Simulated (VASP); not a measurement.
A convergence study with VASP on Nb (bcc): one setting is varied, all else stays as given below, so the limit is that of these other settings.

```xyz
1
Lattice="-1.6500 1.6500 1.6500 1.6500 -1.6500 1.6500 1.6500 1.6500 -1.6500" Properties=species:S:1:pos:R:3 pbc="T T T"
Nb     0.0000     0.0000     0.0000
```

The numbers are results of PBE GGA, VASP's PBE PAW potentials (set 64) (plane waves; VASP), not measurements. The tightest run used: 550 eV cut-off, 21×21×21 Monkhorst-Pack mesh, first-order Methfessel-Paxton smearing of 0.10 eV, potentials Nb_sv.

**Question.** The settings run are 1×1×1 mesh; 2×2×2 mesh; 3×3×3 mesh; 4×4×4 mesh; 5×5×5 mesh; 6×6×6 mesh; 7×7×7 mesh; 8×8×8 mesh; 9×9×9 mesh; 10×10×10 mesh; 11×11×11 mesh; 12×12×12 mesh; 13×13×13 mesh; 14×14×14 mesh; 15×15×15 mesh; 16×16×16 mesh; 17×17×17 mesh; 18×18×18 mesh; 19×19×19 mesh; 20×20×20 mesh; 21×21×21 mesh. From which on does the energy per atom stay within 0.01 eV/atom of the tightest run?

**Answer.** From 13×13×13 mesh on: it is off by 0.0085 there and by no more than 0.01 in any finer run, while 12×12×12 mesh is off by 0.0107.
```json
[
 {"setting": "1×1×1 mesh", "E (eV/atom)": "-9.0179", "pressure (GPa)": "122.77", "irreducible k-points": "1", "difference judged (eV/atom)": "1.1964"},
 {"setting": "2×2×2 mesh", "E (eV/atom)": "-7.8683", "pressure (GPa)": "34.97", "irreducible k-points": "2", "difference judged (eV/atom)": "2.3460"},
 {"setting": "3×3×3 mesh", "E (eV/atom)": "-10.3068", "pressure (GPa)": "-0.57", "irreducible k-points": "4", "difference judged (eV/atom)": "0.0925"},
 {"setting": "4×4×4 mesh", "E (eV/atom)": "-10.3328", "pressure (GPa)": "-1.21", "irreducible k-points": "6", "difference judged (eV/atom)": "0.1185"},
 {"setting": "5×5×5 mesh", "E (eV/atom)": "-10.1615", "pressure (GPa)": "-0.51", "irreducible k-points": "10", "difference judged (eV/atom)": "0.0528"},
 {"setting": "6×6×6 mesh", "E (eV/atom)": "-10.2461", "pressure (GPa)": "2.53", "irreducible k-points": "14", "difference judged (eV/atom)": "0.0318"},
 {"setting": "7×7×7 mesh", "E (eV/atom)": "-10.1869", "pressure (GPa)": "1.74", "irreducible k-points": "20", "difference judged (eV/atom)": "0.0274"},
 {"setting": "8×8×8 mesh", "E (eV/atom)": "-10.1851", "pressure (GPa)": "0.63", "irreducible k-points": "26", "difference judged (eV/atom)": "0.0292"},
 {"setting": "9×9×9 mesh", "E (eV/atom)": "-10.2240", "pressure (GPa)": "0.86", "irreducible k-points": "35", "difference judged (eV/atom)": "0.0097"},
 {"setting": "10×10×10 mesh", "E (eV/atom)": "-10.2351", "pressure (GPa)": "1.36", "irreducible k-points": "44", "difference judged (eV/atom)": "0.0208"},
 {"setting": "11×11×11 mesh", "E (eV/atom)": "-10.2055", "pressure (GPa)": "2.19", "irreducible k-points": "56", "difference judged (eV/atom)": "0.0088"},
 {"setting": "12×12×12 mesh", "E (eV/atom)": "-10.2036", "pressure (GPa)": "1.33", "irreducible k-points": "68", "difference judged (eV/atom)": "0.0107"},
 {"setting": "13×13×13 mesh", "E (eV/atom)": "-10.2228", "pressure (GPa)": "0.66", "irreducible k-points": "84", "difference judged (eV/atom)": "0.0085"},
 {"setting": "14×14×14 mesh", "E (eV/atom)": "-10.2195", "pressure (GPa)": "0.97", "irreducible k-points": "100", "difference judged (eV/atom)": "0.0052"},
 {"setting": "15×15×15 mesh", "E (eV/atom)": "-10.2136", "pressure (GPa)": "1.51", "irreducible k-points": "120", "difference judged (eV/atom)": "0.0007"},
 {"setting": "16×16×16 mesh", "E (eV/atom)": "-10.2138", "pressure (GPa)": "1.38", "irreducible k-points": "140", "difference judged (eV/atom)": "0.0005"},
 {"setting": "17×17×17 mesh", "E (eV/atom)": "-10.2152", "pressure (GPa)": "1.01", "irreducible k-points": "165", "difference judged (eV/atom)": "0.0009"},
 {"setting": "18×18×18 mesh", "E (eV/atom)": "-10.2154", "pressure (GPa)": "1.08", "irreducible k-points": "190", "difference judged (eV/atom)": "0.0011"},
 {"setting": "19×19×19 mesh", "E (eV/atom)": "-10.2171", "pressure (GPa)": "1.27", "irreducible k-points": "220", "difference judged (eV/atom)": "0.0028"},
 {"setting": "20×20×20 mesh", "E (eV/atom)": "-10.2156", "pressure (GPa)": "1.39", "irreducible k-points": "250", "difference judged (eV/atom)": "0.0013"},
 {"setting": "21×21×21 mesh", "E (eV/atom)": "-10.2143", "pressure (GPa)": "1.33", "irreducible k-points": "286", "difference judged (eV/atom)": "0.0000"}
]
```

Left out are rungs that failed or repeat a setting and relaxations that didn't move; long series are thinned to 24 rows.

The compound is Nb in the bcc structure. The cell was not relaxed at this level.
